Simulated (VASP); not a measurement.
Ti (hcp) is relaxed at rising pressure, each step from the one before. Symmetry mostly holds the structure type, and other phases were not tried. The mesh follows the cell, and a change of mesh leaves a small step in the series.

Here is the system:

```cif
data_Ti2
_chemical_formula_sum 'Ti2'
_space_group_name_H-M_alt 'P63/mmc'
_space_group_IT_number 194
_space_group_name_Hall '-P 6c 2c'
_cell_length_a 2.93845
_cell_length_b 2.93845
_cell_length_c 4.63687
_cell_angle_alpha 90.000
_cell_angle_beta 90.000
_cell_angle_gamma 120.000
loop_
_atom_site_label
_atom_site_type_symbol
_atom_site_symmetry_multiplicity
_atom_site_Wyckoff_symbol
_atom_site_fract_x
_atom_site_fract_y
_atom_site_fract_z
_atom_site_occupancy
Ti1 Ti 2 c 0.33333 0.66667 0.25000 1
```

Calculation: r2SCAN meta-GGA, VASP's PBE PAW potentials (set 64) (plane waves; VASP 6.6.1). Run with 500 eV cut-off, 14×14×8 Γ-centred mesh, first-order Methfessel-Paxton smearing of 0.10 eV, potentials Ti_sv.

| P (GPa) | V (Å³/atom) | H − H(0) (eV/atom) | space group | gap on the mesh (eV) | k-mesh |
|---|---|---|---|---|---|
| 0 | 17.34 | 0.000 | P6_3/mmc | 0.00 | 14×14×8 |
| 5 | 16.68 | 0.531 | P6_3/mmc | 0.00 | 14×14×8 |
| 10 | [?] | [?] | P6_3/mmc | 0.00 | 15×15×8 |
| 20 | [?] | [?] | P6_3/mmc | 0.00 | 15×15×8 |
| 30 | 14.38 | 2.939 | P6_3/mmc | 0.00 | 15×15×9 |
| 45 | 13.49 | 4.243 | P6_3/mmc | 0.00 | 15×15×9 |

**Question.** Some entries are withheld; supply them.

**Answer.** 
- 20, V (Å³/atom): 15.15
- 20, H − H(0) (eV/atom): 2.019
- 10, V (Å³/atom): 16.11
- 10, H − H(0) (eV/atom): 1.043

Pressures at which the relaxation failed are left out.

The compound is Ti in the hcp structure.
